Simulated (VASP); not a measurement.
OSZICAR of a VASP run on CsPbBr3 (cubic perovskite):

OSZICAR:
```
       N       E                     dE             d eps       ncg     rms          rms(c)
DAV:   1     0.406467985461E+03    0.40647E+03   -0.18633E+04   520   0.149E+03
DAV:   2     0.339710543748E+02   -0.37250E+03   -0.36581E+03   644   0.329E+02
DAV:   3    -0.145864052385E+02   -0.48557E+02   -0.48099E+02   646   0.128E+02
DAV:   4    -0.166358747928E+02   -0.20495E+01   -0.20416E+01   632   0.330E+01
DAV:   5    -0.167070301125E+02   -0.71155E-01   -0.71077E-01   638   0.546E+00    0.382E+00
DAV:   6    -0.160524856162E+02    0.65454E+00   -0.11852E+00   686   0.126E+01    0.221E+00
DAV:   7    -0.159959758538E+02    0.56510E-01   -0.63724E-01   762   0.484E+00    0.101E+00
DAV:   8    -0.160075815832E+02   -0.11606E-01   -0.84362E-02   648   0.248E+00    0.215E-01
DAV:   9    -0.160065310346E+02    0.10505E-02   -0.17518E-02   738   0.106E+00    0.114E-01
DAV:  10    -0.160069485202E+02   -0.41749E-03   -0.16131E-03   604   0.271E-01    0.438E-02
DAV:  11    -0.160070750852E+02   -0.12656E-03   -0.28453E-04   670   0.126E-01    0.825E-03
DAV:  12    -0.160070768251E+02   -0.17399E-05   -0.26983E-05   722   0.523E-02    0.455E-03
DAV:  13    -0.160070770095E+02   -0.18443E-06   -0.19955E-06   668   0.104E-02    0.262E-03
DAV:  14    -0.160070771761E+02   -0.16655E-06   -0.73352E-07   618   0.829E-03    0.328E-04
DAV:  15    -0.160070772307E+02   -0.54666E-07   -0.34406E-08   368   0.176E-03
   1 F= -.16007077E+02 E0= -.16007077E+02  d E =0.000000E+00
```

Which electronic solver shows in the log?

It is blocked Davidson (ALGO = Normal, or the opening steps of other solvers). The INCAR had ALGO = Normal.

Can the final energy be trusted as converged?

Self-consistency was reached. It stopped with EDIFF = 1E-7, NELM = 100 (PW91 GGA, plane waves, VASP's PBE PAW potentials (set 64)).

The compound is CsPbBr3 in the cubic perovskite structure, the ideal cubic form; the compound distorts at low or room temperature. It was relaxed first, which changed the volume by +7 %.
